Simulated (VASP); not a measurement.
Data:

```
CELL_PARAMETERS angstrom
      2.10411    -3.64442     0.00000
      2.10411     3.64442     0.00000
      0.00000     0.00000     7.56933
ATOMIC_POSITIONS crystal
  Mg 0.00000 0.00000 0.00000
  I  0.33333 0.66667 0.22066
  I  0.66667 0.33333 0.77934
```

Level of theory: HSE06 screened hybrid, VASP's PBE PAW potentials (set 64) (plane waves; VASP 6.6.1). Settings: 520 eV cut-off, 4×4×2 Γ-centred mesh, Gaussian smearing of 0.050 eV, potentials Mg I.

Without a dispersion term in the relaxation, distances and binding between the weakly bound layers, chains or molecules are unreliable, and so is what depends on them.

Q: Give the force on each atom (eV/Å).

A: 
```csv
atom,Fx,Fy,Fz
Mg1,0.000,0.000,0.000
I2,0.000,0.000,-0.144
I3,0.000,0.000,0.144
```

Q: Give the stress tensor in GPa (positive for a compressed cell).

A: 
```
-0.57   0.00   0.00
 0.00  -0.57   0.00
 0.00   0.00  -0.64
```
The pressure is its mean diagonal, -0.59 GPa.

The compound is MgI2 in the 1T layered structure. It was relaxed first, which changed the volume by +13 %. The k-mesh is coarse (spacing up to 0.43 per Å, 2π included), so the numbers may not be converged in it. The cell's shape comes from a PBE relaxation.
